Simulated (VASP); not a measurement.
# Si under a change of volume

Wanted: the response of Si to a change of volume, as a table, with a fit that predicts a row left out.

Main program and level: VASP 6.6.1; LDA; plane waves and PAW (Si), in the first sound run; inputs show where later runs differ.

This is a report of a sequence of runs, with most program output left out.

## (1) The starting structure

The structure is cubic, space group Fd-3m (No. 227). The conventional cell has a = 5.431 Å, b = 5.431 Å, c = 5.431 Å, α = 90.00°, β = 90.00°, γ = 90.00°. Nearest to Si lie 4 Si at 2.35 Å.

## (2) Relax the crystal, LDA

The series starts from the cell that this level prefers, so that zero strain is near zero stress.

This step took 2 runs in a row; the last is shown.

Level: LDA; plane waves and PAW (Si).

File INCAR:

```
SYSTEM = Si
PREC = Accurate
ENCUT = 450
EDIFF = 1E-07
NELM = 120
ISMEAR = 0
SIGMA = 0.02
LREAL = .FALSE.
ALGO = Normal
GGA = CA
NBANDS = 10
LORBIT = 11
LWAVE = .FALSE.
LCHARG = .FALSE.
KPAR = 16
IBRION = 2
NSW = 40
ISIF = 3
EDIFFG = -0.005
POTIM = 0.4
```

File POSCAR:

```
Si
1.0
    0.0000000000      2.7014008243      2.7014008243
    2.7014008243      0.0000000000      2.7014008243
    2.7014008243      2.7014008243      0.0000000000
Si
2
Direct
    0.0000000000      0.0000000000      0.0000000000
    0.2500000000      0.2500000000      0.2500000000
```

File KPOINTS:

```
Automatic mesh
0
Gamma
10 10 10
0 0 0
```

PAW data sets: Si (LDA family, release 64).

Started as:

```console
$ mpirun -np 16 vasp_std
```

Elapsed: 2.2 s, on 16 MPI ranks of Intel Xeon 6975P-C (Granite Rapids), shared host; peak memory 2.2 GiB.

Read from the output:

```
energy(sigma→0) of the program : -11.9190 eV
stress, compression positive   : xx, yy, zz 0.00, 0.00, 0.00 GPa
volume                         : 39.427 Å³
ionic steps                    : 1
```

## (3) Relax at fixed volume, LDA

One member in full: the volume is scaled by 0.985, and the cell is held.

Level: LDA; plane waves and PAW (Si).

INCAR: that of step 2 with these lines changed.

```diff
@@ -14,7 +14,8 @@
 LCHARG = .FALSE.
-KPAR = 16
+KPAR = 4
 IBRION = 2
 NSW = 40
-ISIF = 3
-EDIFFG = -0.005
+ISIF = 2
+EDIFFG = -0.004
 POTIM = 0.4
+MAXMIX = 40
```

File POSCAR:

```
Si
1.0
    0.0000000000      2.6878257167      2.6878257167
    2.6878257167      0.0000000000      2.6878257167
    2.6878257167      2.6878257167      0.0000000000
Si
2
Direct
    0.0000000000      0.0000000000      0.0000000000
    0.2500000000      0.2500000000      0.2500000000
```

KPOINTS is that of step 2.

Started as:

```console
$ mpirun -np 4 vasp_std
```

Run time: 3.8 s. Hardware: 4 MPI ranks; peak memory 0.51 GiB.

Read from the output:

| Property | Result |
| --- | --- |
| energy(sigma→0) of the program | -11.9162 eV |
| stress, compression positive | xx, yy, zz 1.51, 1.51, 1.51 GPa |
| ionic steps | 1 |

## (4) Band edges, TB-mBJ with spin-orbit coupling

Short lines in KPOINTS_OPT sample the zone centre, for masses, and the other valleys.

Level: TB-mBJ, spin-orbit coupling; plane waves and PAW (Si).

TB-mBJ has no energy functional, so the total energy, stress and pressure in this output mean nothing.

File INCAR:

```
SYSTEM = Si
PREC = Accurate
ENCUT = 450
EDIFF = 1E-06
NELM = 150
ISMEAR = 0
SIGMA = 0.02
LREAL = .FALSE.
ALGO = Normal
METAGGA = MBJ
LASPH = .TRUE.
LNONCOLLINEAR = .TRUE.
MAGMOM = 0 0 0 0 0 0
NBANDS = 18
GGA_COMPAT = .FALSE.
LSORBIT = .TRUE.
LWAVE = .FALSE.
LCHARG = .FALSE.
KPAR = 4
```

POSCAR is that of step 3.

File KPOINTS:

```
Automatic mesh
0
Gamma
8 8 8
0 0 0
```

File KPOINTS_OPT:

```
Line mode
6
Line-mode
Reciprocal
  0.00000000   0.00000000   0.00000000
  0.02138904   0.02138904   0.00000000

  0.00000000   0.00000000   0.00000000
 -0.00000000  -0.02138904  -0.02138904

  0.31000000   0.31000000   0.00000000
  0.50000000   0.50000000   0.00000000

  0.00000000   0.31000000   0.31000000
  0.00000000   0.50000000   0.50000000

  0.45000000   0.45000000   0.45000000
  0.50000000   0.50000000   0.50000000

  0.45000000   0.00000000   0.00000000
  0.50000000   0.00000000   0.00000000

  0.42500000   0.42500000   0.00000000
  0.42500000   0.44638904   0.02138904

  0.50000000   0.50000000   0.50000000
  0.48487567   0.51512433   0.50000000
```

Started as:

```console
$ mpirun -np 4 vasp_ncl
```

Run time: 55 s. Hardware: 4 MPI ranks; peak memory 1.1 GiB; 2.4 min of CPU time.

## (5) Band edges, r2SCAN

Level: r2SCAN; plane waves and PAW (Si).

File INCAR:

```
SYSTEM = Si
PREC = Accurate
ENCUT = 450
EDIFF = 1E-06
NELM = 100
ISMEAR = 0
SIGMA = 0.02
LREAL = .FALSE.
ALGO = Normal
METAGGA = R2SCAN
LASPH = .TRUE.
NBANDS = 9
LWAVE = .FALSE.
LCHARG = .FALSE.
KPAR = 4
```

POSCAR is that of step 4.

KPOINTS is that of step 4.

KPOINTS_OPT is that of step 4.

Started as:

```console
$ mpirun -np 4 vasp_std
```

It took 15 s on 4 MPI ranks; peak memory 0.58 GiB; 40 s of CPU time.

Read from the output:

| Quantity | Value |
| --- | --- |
| energy(sigma→0) of the program | -79.7012 eV |
| stress, compression positive | xx, yy, zz 3.18, 3.18, 3.18 GPa |

The run ends at a pressure of 3.18 GPa.

## (6) Band edges, HSE06

Level: HSE06; plane waves and PAW (Si).

INCAR: that of step 5 with these lines changed.

```diff
@@ -9,5 +9,9 @@
 ALGO = Normal
-METAGGA = R2SCAN
+LHFCALC = .TRUE.
+AEXX = 0.25
+GGA = PE
+HFSCREEN = 0.2
 LASPH = .TRUE.
 NBANDS = 9
+PRECFOCK = Fast
 LWAVE = .FALSE.
```

POSCAR is that of step 5.

File KPOINTS:

```
Automatic mesh
0
Gamma
5 5 5
0 0 0
```

KPOINTS_OPT is that of step 5.

Started as:

```console
$ mpirun -np 4 vasp_std
```

Wall time 57 s (4 MPI ranks); peak memory 0.98 GiB.

Read from the output:

| Quantity | Value |
| --- | --- |
| energy(sigma→0) of the program | -12.6047 eV |

## (7) All members

LASPH is off in runs at LDA and on in runs at HSE06, TB-mBJ and r2SCAN.

Hybrid runs start from orbitals of a short LDA run, not shown.

Runs beyond LDA use the data sets made with LDA; this shifts their levels slightly, and their total energies have another zero (at TB-mBJ, which has no energy functional, they mean nothing).

The other members went through these steps as far as the tables show, with the same cutoff and, step by step, the same mesh; 42 runs are not shown. The session took 1.2 core hours (wall time by ranks) on a shared machine.

```
volume over the relaxed volume  volume (Å³/atom)  pressure (GPa)  energy above the unstrained row (meV/atom)  gap on the mesh, LDA (eV)
                         0.940            18.531           6.821                                      23.988                      0.344
                         0.955            18.826           4.912                                      13.155                      0.373
                         0.970            19.122           3.146                                       5.711                      0.401
                         0.985            19.418           1.513                                       1.407                      0.428
                             1            19.714           0.003                                       0.000                      0.453
                         1.015            20.009          -1.393                                       1.271                      0.478
                         1.030            20.305          -2.682                                       5.023                      0.501
                         1.045            20.601          -3.872                                      11.063                      0.524
                         1.060            20.896          -4.971                                      19.211                      0.546
```

A cubic of the pressure in ln(V/V₀) through all rows has the slope −B at V₀: B = 97 GPa, and its curvature gives B′ = 4.3.

Band edges at TB-mBJ with spin-orbit coupling, counted from the valence-band top at Γ, spin-orbit pairs averaged:

```
volume over the relaxed volume  gap (eV)  conduction band at Γ (eV)  Δ or X valley along z (eV)  lowest conduction level at L, [111] (eV)  second valence level below the top (eV)  third valence level below the top (eV)
                         0.940     1.098                      3.206                       1.098                                     2.469                                    0.000                                   0.049
                         0.955     1.131                      3.200                       1.131                                     2.414                                    0.000                                   0.048
                         0.970     1.163                      3.192                       1.162                                     2.361                                    0.000                                   0.048
                         0.985     1.192                      3.185                       1.192                                     2.308                                    0.000                                   0.048
                             1     1.221                      3.177                       1.220                                     2.255                                    0.000                                   0.047
                         1.015     1.249                      3.169                       1.247                                     2.203                                    0.000                                   0.047
                         1.030     1.275                      3.161                       1.273                                     2.152                                    0.000                                   0.046
                         1.045     1.300                      3.152                       1.298                                     2.102                                    0.000                                   0.046
                         1.060     1.323                      3.144                       1.321                                     2.052                                    0.000                                   0.045
```

Conduction masses, in electron masses (the axis is [001]):

```csv
volume over the relaxed volume,"Δz mass, longitudinal","Δz mass, transverse, at 0.85 of Γ–X","L [111] mass, longitudinal","L [111] mass, transverse along [1-10]"
0.940,0.951,0.205,2.014,0.157
0.955,0.952,0.207,1.986,0.156
0.970,0.949,0.208,1.956,0.155
0.985,0.948,0.210,1.929,0.153
1,0.948,0.211,1.883,0.152
1.015,0.949,0.214,1.865,0.150
1.030,0.949,0.215,1.823,0.149
1.045,0.951,0.217,1.823,0.147
1.060,0.950,0.218,1.770,0.146
```

Band edges at r2SCAN, counted from the valence-band top at Γ:

```
volume over the relaxed volume  gap (eV)  conduction band at Γ (eV)  Δ or X valley along z (eV)  lowest conduction level at L, [111] (eV)  second valence level below the top (eV)  third valence level below the top (eV)
                         0.940     0.630                      2.794                       0.630                                     2.175                                    0.000                                   0.000
                         0.955     0.661                      2.788                       0.661                                     2.115                                    0.000                                   0.000
                         0.970     0.691                      2.782                       0.691                                     2.055                                    0.000                                   0.000
                         0.985     0.720                      2.775                       0.720                                     1.996                                    0.000                                   0.000
                             1     0.748                      2.769                       0.747                                     1.938                                    0.000                                   0.000
                         1.015     0.774                      2.762                       0.773                                     1.881                                    0.000                                   0.000
                         1.030     0.799                      2.755                       0.798                                     1.824                                    0.000                                   0.000
                         1.045     0.823                      2.747                       0.822                                     1.769                                    0.000                                   0.000
                         1.060     0.846                      2.740                       0.845                                     1.714                                    0.000                                   0.000
```

Conduction masses, in electron masses (the axis is [001]):

```csv
volume over the relaxed volume,"Δz mass, longitudinal","Δz mass, transverse, at 0.85 of Γ–X","L [111] mass, longitudinal","L [111] mass, transverse along [1-10]"
0.940,0.934,0.185,2.007,0.140
0.955,0.933,0.187,1.954,0.138
0.970,0.929,0.188,1.949,0.137
0.985,0.931,0.190,1.899,0.135
1,0.926,0.191,1.868,0.133
1.015,0.924,0.191,1.835,0.132
1.030,0.925,0.192,1.834,0.131
1.045,0.925,0.195,1.808,0.129
1.060,0.925,0.195,1.756,0.127
```

Band edges at HSE06, counted from the valence-band top at Γ, with one row partly withheld:

```csv
volume over the relaxed volume,gap (eV),conduction band at Γ (eV),Δ or X valley along z (eV),"lowest conduction level at L, [111] (eV)",second valence level below the top (eV),third valence level below the top (eV)
0.940,1.024,3.393,1.024,2.573,0.000,0.000
0.955,1.057,3.386,1.057,2.511,0.000,0.000
0.970,1.088,3.379,1.088,2.450,0.000,0.000
0.985,1.118,3.371,1.118,2.390,0.000,0.000
1,1.146,3.364,1.146,2.330,0.000,0.000
1.015,1.173,3.356,1.173,2.272,0.000,0.000
1.030,1.199,3.348,1.198,2.214,0.000,0.000
1.045,?,3.339,?,2.157,0.000,0.000
1.060,1.247,3.330,1.246,2.101,0.000,0.000
```

Conduction masses, in electron masses (the axis is [001]):

```csv
volume over the relaxed volume,"Δz mass, longitudinal","Δz mass, transverse, at 0.85 of Γ–X","L [111] mass, longitudinal","L [111] mass, transverse along [1-10]"
0.940,0.895,0.183,1.875,0.138
0.955,0.892,0.184,1.866,0.137
0.970,0.892,0.186,1.806,0.136
0.985,0.891,0.186,1.839,0.135
1,0.888,0.186,1.751,0.133
1.015,0.885,0.190,1.741,0.131
1.030,0.884,0.189,1.695,0.130
1.045,0.885,0.191,1.706,0.129
1.060,0.884,0.192,1.641,0.127
```

## (8) Working out the slope

The quantity to fit is the Δ or X valley above the valence top at HSE06: 1.024, 1.057, 1.088, 1.118, 1.146, 1.173, 1.198, 1.246 eV in the rows shown.

A least-squares parabola through the 8 rows shown, with u the logarithm of the volume ratio: E = − 2.032 u² + 1.839 u + 1.146 (eV), r.m.s. residual 5.7e-5 eV.

For the withheld row, u = 0.04402, the fit gives 1.2229 eV.

## (9) The withheld row

The calculation gives 1.2229 eV, so the prediction is right to the last digit shown.

## (10) Outcome

```
bulk modulus                                                : 97 GPa
gap of the unstrained cell, TB-mBJ with spin-orbit coupling : 1.22 eV
gap of the unstrained cell, r2SCAN                          : 0.75 eV
gap of the unstrained cell, HSE06                           : 1.15 eV
dE/d ln V of the Δ or X valley above the valence top, HSE06 : 1.84 eV
error of the predicted row                                  : 0.0 meV
```

In words: At TB-mBJ with spin-orbit coupling the lowest conduction valley is Δ or X throughout, and the gap runs between 1.10 and 1.32 eV. At r2SCAN the lowest conduction valley is Δ or X throughout, and the gap runs between 0.63 and 0.85 eV. At HSE06 the lowest conduction valley is Δ or X throughout, and the gap runs between 1.02 and 1.25 eV. Hole masses are left out throughout, since the top bands are degenerate or cross in many series; of conduction masses, those of the Γ, L and (for Si and Ge under (001) strain) Δ valleys are kept where they change by under an eighth between rows. A measured gap of unstrained Si is 1.1 eV (arxiv:1111.5263, band gap, quoted experimental value, temperature not given); the static gaps here belong to the lattice relaxed at LDA. TB-mBJ is a potential fitted for gaps; it has no energy functional, so its total energies and forces mean nothing, and its bands tend to come out too narrow. r2SCAN opens gaps somewhat over GGA but leaves them below measured values as a rule. HSE06 ran on a coarser mesh than the semilocal levels. Spin-orbit coupling is left out at r2SCAN and HSE06, so the valence splittings there lack it. Δ or X levels are the lowest on their line, refined by a parabola unless they lie at X; the gap is read from all points sampled and can differ from the lowest valley by some meV, or by tens of meV where strain moves the valence top off Γ. Temperature, zero-point motion and excitons are left out.

[Lines on the potential files, build, host, timing and source positions are cut from VASP's logs without a mark.]

[Logs are printed without paths, hosts, clocks, repeated set-up lines and the standing remarks that a program may print on its own settings, such as how far it seeks lower states.]

[Hosts, paths, dates, database ids (printed as entryN), source tags and the programs' standing remarks are cut or masked in the printed files.]

[In band tables of VASP the shares of atoms and orbitals are scaled to a sum of 1 inside the atoms' spheres.]
